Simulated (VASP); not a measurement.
# NbAs: cell size and functional

Aim: relax NbAs at several levels of theory and compare the cells. The starting structure is a measured crystal structure from the Crystallography Open Database. The first relaxation on each setting starts from this cell expanded by 3 % in volume.

Main program and level: VASP 6.6.1; Kohn-Sham DFT with plane waves and PAW; PBEsol, LDA, PBE, PBEsol + D3(BJ), r2SCAN, PBEsol+U (Nb d 2 eV), LDA+U (Nb d 2 eV) and r2SCAN + rVV10.

## (1) Starting point

The structure is tetragonal, space group I4_1md (No. 109). The conventional cell has a = 3.452 Å, b = 3.452 Å, c = 11.680 Å, α = 90.00°, β = 90.00°, γ = 90.00°. Nb has 6 As at 2.60 to 2.63 Å nearest. As has 6 Nb at 2.60 to 2.63 Å nearest. Farther neighbours are not listed.

Coordinates:

```xyz
4
Lattice="-1.7259 1.7259 5.8400 1.7259 -1.7259 5.8400 1.7259 1.7259 -5.8400" Properties=species:S:1:pos:R:3 pbc="T T T"
Nb    0.0000    1.7259    0.0000
Nb    0.0000    0.0000    8.7600
As    0.0000    1.7259    4.8589
As    0.0000    0.0000    1.9389
```

## (2) Relaxation with PBEsol

PBEsol restores the gradient expansion of exchange and is tuned for the cells of solids. This run starts from the cell of an earlier relaxation, which isn't shown; the restart sets up the plane waves anew.

File INCAR:

```
SYSTEM = NbAs
PREC = Accurate
ENCUT = 450
EDIFF = 1E-06
NELM = 100
ISMEAR = 1
SIGMA = 0.15
LREAL = .FALSE.
ALGO = Normal
GGA = PS
NBANDS = 24
LASPH = .TRUE.
LORBIT = 11
LWAVE = .FALSE.
LCHARG = .FALSE.
KPAR = 16
IBRION = 2
NSW = 50
ISIF = 3
EDIFFG = -0.006
```

File POSCAR:

```
NbAs
1.0
   -1.7201002489      1.7201002489      5.7962203544
    1.7201002489     -1.7201002489      5.7962203544
    1.7201002489      1.7201002489     -5.7962203544
Nb As
2 2
Direct
    0.4987407506      0.9987407506      0.5000000000
    0.7487407506      0.7487407506      0.0000000000
    0.9172592494      0.4172592494      0.5000000000
    0.1672592494      0.1672592494      0.0000000000
```

File KPOINTS:

```
Automatic mesh
0
Gamma
14 14 14
0 0 0
```

PAW data sets: Nb_sv and As (PBE family, release 64).

Started as:

```console
mpirun -np 16 vasp_std
```

The program printed:

```text
[banner, memory and clock lines left out]
running   16 mpi-ranks, on    1 nodes
 distrk:  each k-point on    1 cores,   16 groups
 distr:  one band on    1 cores,    1 groups

 POSCAR found type information on POSCAR NbAs
 POSCAR found :  2 types and       4 ions
|                                                                             |
|           W    W    AA    RRRRR   N    N  II  N    N   GGGG   !!!           |
|           W    W   A  A   R    R  NN   N  II  NN   N  G    G  !!!           |
|           W    W  A    A  R    R  N N  N  II  N N  N  G       !!!           |
|           W WW W  AAAAAA  RRRRR   N  N N  II  N  N N  G  GGG   !            |
|           WW  WW  A    A  R   R   N   NN  II  N   NN  G    G                |
|           W    W  A    A  R    R  N    N  II  N    N   GGGG   !!!           |
|                                                                             |
|     For optimal performance we recommend to set                             |
|       NCORE = 2 up to number-of-cores-per-socket                            |
|     NCORE specifies how many cores store one orbital (NPAR=cpu/NCORE).      |
|     This setting can greatly improve the performance of VASP for DFT.       |
|     The default, NCORE=1 might be grossly inefficient on modern             |
|     multi-core architectures or massively parallel machines. Do your        |
|     Unfortunately you need to use the default for GW and RPA                |
|     calculations (for HF NCORE is supported but not extensively tested      |
|     yet).                                                                   |
|                                                                             |

|                                                                             |
|               ----> ADVICE to this user running VASP <----                  |
|                                                                             |
|     You enforced a specific xc type in the INCAR file but a different       |
|     [... a line on the potential file left out ...]
|     I HOPE YOU KNOW WHAT YOU ARE DOING!                                     |
|                                                                             |

 LDA part: xc-table for (Slater+PW92), standard interpolation
 POSCAR, INCAR and KPOINTS ok, starting setup
 FFT: planning ... GRIDC
 FFT: planning ... GRID_SOFT
 FFT: planning ... GRID
 WAVECAR not read
 entering main loop
       N       E                     dE             d eps       ncg     rms          rms(c)
DAV:   1     0.315825057704E+03    0.31583E+03   -0.17891E+04 11768   0.133E+03
DAV:   2    -0.102051392324E+02   -0.32603E+03   -0.31906E+03 14320   0.488E+02
DAV:   3    -0.356217840907E+02   -0.25417E+02   -0.25100E+02 21352   0.999E+01
DAV:   4    -0.371083966646E+02   -0.14866E+01   -0.14817E+01 17416   0.210E+01
DAV:   5    -0.371554332648E+02   -0.47037E-01   -0.47024E-01 19672   0.393E+00    0.117E+01
DAV:   6    -0.351565023860E+02    0.19989E+01   -0.86706E+00 17576   0.191E+01    0.332E+00
DAV:   7    -0.351370331306E+02    0.19469E-01   -0.45081E-01 18792   0.378E+00    0.202E+00
DAV:   8    -0.351230887367E+02    0.13944E-01   -0.65497E-02 17768   0.158E+00    0.398E-01
DAV:   9    -0.351231685302E+02   -0.79793E-04   -0.61002E-03 19792   0.528E-01    0.231E-01
DAV:  10    -0.351232688055E+02   -0.10028E-03   -0.11176E-03 15640   0.315E-01    0.321E-02
DAV:  11    -0.351232563542E+02    0.12451E-04   -0.72375E-05 17736   0.649E-02    0.134E-02
DAV:  12    -0.351232537838E+02    0.25704E-05   -0.70704E-06 16944   0.249E-02    0.339E-03
DAV:  13    -0.351232535743E+02    0.20954E-06   -0.24291E-07 11392   0.442E-03
   1 F= -.35123254E+02 E0= -.35123375E+02  d E =-.351233E+02
 curvature:   0.00 expect dE= 0.000E+00 dE for cont linesearch  0.000E+00
 trial: gam= 0.00000 g(F)=  0.486E-06 g(S)=  0.765E-05 ort = 0.000E+00 (trialstep = 0.100E+01)
 search vector abs. value=  0.813E-05
 reached required accuracy - stopping structural energy minimisation
```

It took 44 s on 16 MPI ranks of Intel Xeon 6975P-C (Granite Rapids), shared host; peak memory 9.1 GiB; 12 min of CPU time.

Lines that name or quote the potential files are left out of all logs, and their timing lines are given in words.

From OUTCAR (step 2):

```text
ion  position               nearest neighbor table
   1  0.499  0.999  0.500-   4 2.60   4 2.60   3 2.61   3 2.61   3 2.61   3 2.61
   2  0.749  0.749  0.000-   3 2.60   3 2.60   4 2.61   4 2.61   4 2.61   4 2.61
   3  0.917  0.417  0.500-   2 2.60   2 2.60   1 2.61   1 2.61   1 2.61   1 2.61
   4  0.167  0.167  0.000-   1 2.60   1 2.60   2 2.61   2 2.61   2 2.61   2 2.61

  LATTYP: Found a body centered tetragonal cell.
 ALAT       =     3.4402004978
 C/A-ratio  =     3.3696991545

 Subroutine GETGRP returns: Found  8 space group operations
 (whereof  4 operations were pure point group operations)

The static configuration has the point symmetry C_2v.
 The point group associated with its full space group is C_4v.

 Found    244 irreducible k-points:

   k-points           NKPTS =    244   k-points in BZ     NKDIM =    244   number of bands    NBANDS=     24

   dimension x,y,z NGX =    48 NGY =   48 NGZ =   48
   dimension x,y,z NGXF=    96 NGYF=   96 NGZF=   96

   ENCUT  =  450.0 eV  33.07 Ry    5.75 a.u.  10.87 10.87 10.87*2*pi/ulx,y,z

   NELECT =      36.0000    total number of electrons

 k-points in reciprocal lattice and weights: Automatic mesh
   0.00000000  0.00000000  0.00000000       0.000
   0.07142857  0.00000000  0.00000000       0.003
   0.14285714 -0.00000000  0.00000000       0.003
   0.21428571  0.00000000  0.00000000       0.003
   0.28571429  0.00000000  0.00000000       0.003
   0.35714286  0.00000000  0.00000000       0.003
   0.42857143  0.00000000  0.00000000       0.003
   0.50000000 -0.00000000  0.00000000       0.001
   0.07142857  0.07142857  0.00000000       0.003
[...]
-0.42857143 -0.42857143  0.42857143       0.001
   0.50000000  0.50000000  0.50000000       0.000

 average (electrostatic) potential at core
       1 -78.9113       2 -78.9113       3 -44.5938       4 -44.5938

 E-fermi :   9.7018

 k-point     1 :       0.0000    0.0000    0.0000
  band No.  band energies     occupation
    ...
     14       7.4574      2.00000
     15       7.5836      2.00000
     16       7.9763      2.00000
     17       8.3029      2.00000
     18       8.3029      2.00000
     19      10.3876     -0.00000
     20      10.9832     -0.00000
     21      12.2040     -0.00000
     22      12.7279      0.00000
     23      12.7279      0.00000
    ...

 k-point     2 :       0.0714    0.0000    0.0000
  band No.  band energies     occupation
    ...
     14       7.3984      2.00000
     15       7.6215      2.00000
     16       7.8893      2.00000
     17       8.2794      2.00000
     18       8.3897      2.00000
     19      10.3018     -0.00000
     20      10.8818     -0.00000
     21      12.1014     -0.00000
     22      12.5994     -0.00000
     23      12.8921      0.00000
    ...

 k-point     3 :       0.1429   -0.0000    0.0000
  band No.  band energies     occupation
    ...
     14       7.2467      2.00000
     15       7.7597      2.00000
     16       7.9387      2.00000
     17       8.1722      2.00000
     18       8.6034      2.00000
     19      10.1470     -0.00022
     20      10.7096     -0.00000
     21      11.6661     -0.00000
     22      12.5300     -0.00000
     23      12.7752      0.00000
    ...

  Total       -0.0149272     -0.0149272     -0.0137283      0.0000000      0.0000000      0.0000000
  in kB       -0.3486385     -0.3486385     -0.3206379      0.0000000      0.0000000      0.0000000
  external PRESSURE =      -0.3393049 kB  Pullay stress =       0.0000000 kB

  energy-cutoff  :      450.00
  volume of cell :       68.60
      direct lattice vectors                 reciprocal lattice vectors
    -1.720100249  1.720100249  5.796220354     0.000000000  0.290680732  0.086263111
     1.720100249 -1.720100249  5.796220354     0.290680732  0.000000000  0.086263111
     1.720100249  1.720100249 -5.796220354     0.290680732  0.290680732  0.000000000

 POSITION                                       TOTAL-FORCE (eV/Angst)
 -----------------------------------------------------------------------------------
      1.72010      0.00000      5.78162        -0.000000     -0.000000     -0.001586
      0.00000      0.00000      8.67973        -0.000000     -0.000000     -0.001586
      0.00000      1.72010      4.83705         0.000000     -0.000000      0.001586
      0.00000      0.00000      1.93894        -0.000000      0.000000      0.001586
 -----------------------------------------------------------------------------------
    total drift:                                0.000000      0.000000     -0.000239

  FREE ENERGIE OF THE ION-ELECTRON SYSTEM (eV)
  ---------------------------------------------------
  free  energy   TOTEN  =       -35.1232535743 eV

  energy  without entropy=      -35.1236181760  energy(sigma->0) =      -35.12337511

 reached required accuracy - stopping structural energy minimisation

 total charge
# of ion       s       p       d       tot
------------------------------------------
    1        2.150   6.014   2.502  10.666
    2        2.150   6.014   2.502  10.666
    3        1.202   1.650   0.078   2.930
    4        1.202   1.650   0.078   2.930
--------------------------------------------------
tot          6.703  15.329   5.160  27.192

[... 3 further parts left out ...]
```

CONTCAR:

```
NbAs
   1.00000000000000
    -1.7201002488999999    1.7201002488999999    5.7962203543999999
     1.7201002488999999   -1.7201002488999999    5.7962203543999999
     1.7201002488999999    1.7201002488999999   -5.7962203543999999
  Nb              As
     2     2
Direct
     0.4987407505999997    0.9987407505999997    0.5000000000000000
     0.7487407505999997    0.7487407505999997    0.0000000000000000
     0.9172592493999971    0.4172592493999971    0.5000000000000000
     0.1672592493999971    0.1672592493999971    0.0000000000000000
```

The PAW data sets were made with PBE, which is usual practice but a small mismatch for other functionals. The run keeps the 8 symmetry operations of its start, so it cannot find a distortion of lower symmetry.

With PBEsol the relaxed cell holds 17.150 Å³ an atom, -1.41 % against the measured cell, with a = 3.440 Å and c = 11.592 Å.

## (3) Relaxation with LDA

LDA, the lowest rung, knows the local density alone. This run starts from the cell of an earlier relaxation, which isn't shown; the restart sets up the plane waves anew.

INCAR, as its differences from that of step 2:

```diff
@@ -9,3 +9,3 @@
 ALGO = Normal
-GGA = PS
+GGA = CA
 NBANDS = 24
```

File POSCAR:

```
NbAs
1.0
   -1.7096550898      1.7096550898      5.7678125675
    1.7096550898     -1.7096550898      5.7678125675
    1.7096550898      1.7096550898     -5.7678125675
Nb As
2 2
Direct
    0.4987496726      0.9987496726      0.5000000000
    0.7487496726      0.7487496726      0.0000000000
    0.9172503274      0.4172503274      0.5000000000
    0.1672503274      0.1672503274      0.0000000000
```

KPOINTS is that of step 2.

Potentials, in the order of the species: Nb_sv and As (LDA family, release 64).

Started as:

```console
mpirun -np 16 vasp_std
```

The program printed:

```text
[banner, memory and clock lines left out]
running   16 mpi-ranks, on    1 nodes
[...]
[... a notice as in an earlier step ...]

 LDA part: xc-table for (Slater(with rela. corr.)+CA(PZ))
 , standard interpolation
 POSCAR, INCAR and KPOINTS ok, starting setup
[...]
entering main loop
       N       E                     dE             d eps       ncg     rms          rms(c)
DAV:   1     0.340279790641E+03    0.34028E+03   -0.17715E+04 11728   0.134E+03
DAV:   2    -0.990990645269E+01   -0.35019E+03   -0.34252E+03 15304   0.537E+02
DAV:   3    -0.365277369075E+02   -0.26618E+02   -0.26279E+02 21000   0.109E+02
DAV:   4    -0.382313439981E+02   -0.17036E+01   -0.16974E+01 18304   0.229E+01
[...]
DAV:  10    -0.363789442818E+02   -0.70688E-06   -0.11332E-03 17528   0.312E-01    0.284E-02
DAV:  11    -0.363789375638E+02    0.67180E-05   -0.57890E-05 17768   0.713E-02    0.128E-02
DAV:  12    -0.363789369448E+02    0.61896E-06   -0.31575E-06 13624   0.153E-02
   1 F= -.36378937E+02 E0= -.36379041E+02  d E =-.363789E+02
[...]
DAV:   1    -0.363790329704E+02   -0.95407E-04   -0.39235E-03 16976   0.685E-01    0.706E-02
DAV:   2    -0.363789522027E+02    0.80768E-04   -0.35724E-04 17744   0.182E-01    0.261E-02
DAV:   3    -0.363789341682E+02    0.18034E-04   -0.42277E-05 19232   0.552E-02    0.111E-02
DAV:   4    -0.363789335611E+02    0.60711E-06   -0.14258E-05 22720   0.200E-02    0.645E-03
DAV:   5    -0.363789341278E+02   -0.56668E-06   -0.91250E-07 11432   0.683E-03
   2 F= -.36378934E+02 E0= -.36379037E+02  d E =0.281708E-05
 trial-energy change:    0.000003  1 .order   -0.000003   -0.000016    0.000011
 step:   0.3325(harm=  0.5955)  dis= 0.00001  next Energy=   -36.378939 (dE=-0.254E-05)
[...]
N       E                     dE             d eps       ncg     rms          rms(c)
DAV:   1    -0.363789813433E+02   -0.47782E-04   -0.17795E-03 15960   0.459E-01    0.464E-02
DAV:   2    -0.363789474616E+02    0.33882E-04   -0.16565E-04 17704   0.123E-01    0.178E-02
DAV:   3    -0.363789392240E+02    0.82376E-05   -0.19080E-05 18984   0.372E-02    0.756E-03
DAV:   4    -0.363789387998E+02    0.42425E-06   -0.56890E-06 17808   0.132E-02
   3 F= -.36378939E+02 E0= -.36379043E+02  d E =-.185493E-05
[...]
reached required accuracy - stopping structural energy minimisation
```

Run time: 85 s. Hardware: 16 MPI ranks; peak memory 8.3 GiB.

Parts of OUTCAR (step 3):

```text
  Total        0.0198478      0.0198478      0.0013114      0.0000000      0.0000000      0.0000000
  in kB        0.4716401      0.4716401      0.0311616      0.0000000      0.0000000      0.0000000
  external PRESSURE =       0.3248139 kB  Pullay stress =       0.0000000 kB

 POSITION                                       TOTAL-FORCE (eV/Angst)
 -----------------------------------------------------------------------------------
      1.70963     -0.00000      5.75256         0.000000      0.000000     -0.000648
      0.00000      0.00000      8.63604        -0.000000     -0.000000     -0.000648
      0.00000      1.70963      4.81253         0.000000      0.000000      0.000648
      0.00000      0.00000      1.92905        -0.000000     -0.000000      0.000648
 -----------------------------------------------------------------------------------
    total drift:                                0.000000      0.000000     -0.000443

  FREE ENERGIE OF THE ION-ELECTRON SYSTEM (eV)
  ---------------------------------------------------
  free  energy   TOTEN  =       -36.3789387998 eV

  energy  without entropy=      -36.3792502806  energy(sigma->0) =      -36.37904263

[... 2 parts as in an earlier step ...]

[... 2 further parts left out ...]
[key lines of the parts left out:]
E-fermi :   9.9834
```

With LDA the relaxed cell holds 16.856 Å³ an atom, -3.10 % against the measured cell, with a = 3.419 Å and c = 11.534 Å. That is -1.71 % from PBEsol.

## (4) Relaxation with PBE

PBE, the usual starting point, adds the gradient of the density.

INCAR, as its differences from that of step 3:

```diff
@@ -9,3 +9,3 @@
 ALGO = Normal
-GGA = CA
+GGA = PE
 NBANDS = 24
```

File POSCAR:

```
NbAs
1.0
   -1.7429387351      1.7429387351      5.8978255429
    1.7429387351     -1.7429387351      5.8978255429
    1.7429387351      1.7429387351     -5.8978255429
Nb As
2 2
Direct
    0.5000000000      0.0000000000      0.5000000000
    0.7500000000      0.7500000000      0.0000000000
    0.9160000000      0.4160000000      0.5000000000
    0.1660000000      0.1660000000      0.0000000000
```

KPOINTS is that of step 3.

The projector-augmented-wave data sets are Nb_sv and As (PBE family, release 64).

Started as:

```console
mpirun -np 16 vasp_std
```

The program printed:

```text
[banner, memory and clock lines left out]
running   16 mpi-ranks, on    1 nodes
[...]
[... a notice as in an earlier step ...]

 LDA part: xc-table for (Slater+PW92), standard interpolation
 POSCAR, INCAR and KPOINTS ok, starting setup
[...]
entering main loop
       N       E                     dE             d eps       ncg     rms          rms(c)
DAV:   1     0.318605342870E+03    0.31861E+03   -0.17923E+04 11768   0.132E+03
DAV:   2    -0.761933150698E+01   -0.32622E+03   -0.31932E+03 14464   0.484E+02
DAV:   3    -0.329280463104E+02   -0.25309E+02   -0.25007E+02 21216   0.995E+01
DAV:   4    -0.344835762750E+02   -0.15555E+01   -0.15506E+01 17728   0.214E+01
[...]
DAV:  11    -0.325212309022E+02    0.11490E-04   -0.75224E-05 17960   0.644E-02    0.129E-02
DAV:  12    -0.325212267116E+02    0.41906E-05   -0.89257E-06 17520   0.273E-02    0.351E-03
DAV:  13    -0.325212264492E+02    0.26246E-06   -0.25438E-07 11272   0.433E-03
   1 F= -.32521226E+02 E0= -.32521454E+02  d E =-.325212E+02
[... from here on, the cycles between the ionic steps are left out ...]
   2 F= -.32519763E+02 E0= -.32519983E+02  d E =0.146383E-02
   3 F= -.32530593E+02 E0= -.32530816E+02  d E =-.936666E-02
   4 F= -.32532175E+02 E0= -.32532400E+02  d E =-.158160E-02
   5 F= -.32532272E+02 E0= -.32532497E+02  d E =-.167929E-02
   6 F= -.32532543E+02 E0= -.32532747E+02  d E =-.270802E-03
   7 F= -.32532607E+02 E0= -.32532796E+02  d E =-.334601E-03
[...]
reached required accuracy - stopping structural energy minimisation
```

It took 3.5 min on 16 MPI ranks; peak memory 10 GiB.

Parts of OUTCAR (step 4):

```text
  Total       -0.0016621     -0.0016621     -0.0015011      0.0000000      0.0000000      0.0000000
  in kB       -0.0375918     -0.0375918     -0.0339493      0.0000000      0.0000000      0.0000000
  external PRESSURE =      -0.0363776 kB  Pullay stress =       0.0000000 kB

 POSITION                                       TOTAL-FORCE (eV/Angst)
 -----------------------------------------------------------------------------------
      1.73654     -0.00000      5.85985        -0.000000      0.000000     -0.000656
      0.00000      0.00000      8.79630         0.000000     -0.000000     -0.000656
      0.00000      1.73654      4.89929        -0.000000     -0.000000      0.000656
      0.00000      0.00000      1.96285         0.000000      0.000000      0.000656
 -----------------------------------------------------------------------------------
    total drift:                                0.000000      0.000000     -0.000669

  FREE ENERGIE OF THE ION-ELECTRON SYSTEM (eV)
  ---------------------------------------------------
  free  energy   TOTEN  =       -32.5326070006 eV

  energy  without entropy=      -32.5331739324  energy(sigma->0) =      -32.53279598

[... 2 parts as in an earlier step ...]

[... 2 further parts left out ...]
[key lines of the parts left out:]
E-fermi :   9.4289
```

With PBE the relaxed cell holds 17.710 Å³ an atom, +1.81 % against the measured cell, with a = 3.473 Å and c = 11.746 Å. That is +3.27 % from PBEsol.

[end of part 1 of 3]

[Lines on the potential files, build, host, timing and source positions are cut from VASP's logs without a mark.]

[Logs are printed without paths, hosts, clocks, repeated set-up lines and the standing remarks that a program may print on its own settings, such as how far it seeks lower states.]

[Hosts, paths, dates, database ids (printed as entryN), source tags and the programs' standing remarks are cut or masked in the printed files.]
